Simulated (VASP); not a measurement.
A run of VASP 6.6.1 is set up as follows.

File INCAR:

```
SYSTEM = Ga11CuP12
ALGO     = Normal         ! electronic algorithm
EDIFF    = 1E-5           ! SCF threshold, eV
ENCUT    = 350            ! plane-wave cutoff, eV
GGA      = PS             ! functional
ISIF     = 2              ! what is computed and relaxed
ISMEAR   = 0              ! smearing method
ISPIN    = 2              ! spin polarisation
ISYM     = 0            
KPAR     = 2            
LASPH    = .True.         ! aspherical terms in the spheres
LCHARG   = .False.        ! write CHGCAR
LMAXMIX  = 4              ! l up to which the mixer works
LORBIT   = 11             ! projections on sites
LREAL    = Auto         
LWAVE    = .False.        ! write WAVECAR
MAGMOM   = 2 0 0 0 0 0 0 0 0 0 0 0 0 0 0 0 0 0 0 0 0 0 0 0 ! initial moments
NBANDS   = 129            ! bands
NELM     = 120            ! most SCF steps
NUPDOWN  = 2              ! fixed moment
PREC     = Accurate       ! precision mode
SIGMA    = 0.03           ! smearing width, eV
```

KPOINTS

```
k-points
0
Gamma
  2 2 2
  0 0 0
```

POSCAR

```
Ga11CuP12                               
1.0
    0.0000000000      8.1757500000      8.1757500000
    5.4505000000      0.0000000000      5.4505000000
    5.4505000000      5.4505000000      0.0000000000
  Cu              Ga              P             
     1    11    12
Direct
     0.9985365811390715    0.0006550261406407    0.0013206874077931
     0.0019460405873064    0.0024892818739523    0.4975110340615031
     0.0006784374349500    0.4992132746260755    0.0019046915452284
     0.0003769875593564    0.4986322795254134    0.4990607266311593
     0.3293333867264717    0.0018280038390721    0.0028010201584559
     0.3287170009268871    0.0017708273296045    0.5027135693112896
     0.3285737942107487    0.5026755517955601    0.0018750149981345
     0.3304926501841765    0.4994170993003335    0.5021940036407014
     0.6672303057892268    0.9999638975439791    0.0039933331297154
     0.6669718586819339    0.9985379244245189    0.4990837732526233
     0.6661281126133142    0.4930532360810041    0.0053930188661806
     0.6655458647745089    0.4975455577425451    0.5028845617318241
     0.0800252334888398    0.1227182284377579    0.1212335519755435
     0.0801970593110119    0.1220725142984197    0.6366707376911324
     0.0798525762104771    0.6360411476313523    0.1225133259334056
     0.0811782447857478    0.6265311594531286    0.6260373720077936
     0.4160309705399513    0.1256830708753819    0.1259855785338191
     0.4162553802224979    0.1235348846970921    0.6262555315323117
     0.4152985559442884    0.6249084096783957    0.1261954648208143
     0.4156417301426909    0.6247618763503365    0.6254446565976109
     0.7578725160787786    0.1182159081225841    0.1242089552952163
     0.7507071085417029    0.1219662075871482    0.6270086048108165
     0.7496924434204338    0.6230567355713712    0.1270899393707215
     0.7495271606856353    0.6220698970743365    0.6282338466961916
```

Potentials or basis: VASP PAW PBE potentials, release 64 (Cu, Ga_d, P).

Command:

```console
$ cat potpaw_PBE.64/Cu/POTCAR potpaw_PBE.64/Ga_d/POTCAR potpaw_PBE.64/P/POTCAR > POTCAR
$ mpirun -np 4 vasp_std > vasp.out
```

(1) Estimate the pressure.

(2) What does it give for the largest force?

## Answers

(1) -1.6 GPa.

(2) 0.041 eV/Å.

Caveat: the k mesh is coarse (spacing up to 0.50 Å⁻¹), so the values aren't converged; the cutoff is under 1.25 times the usual one of these potentials, so pressure, stress and relaxed cells hold a basis-set (Pulay) error; the PAW data sets were made with another functional, which shifts forces and pressure a little; the total moment is fixed, so each spin has its own Fermi level.
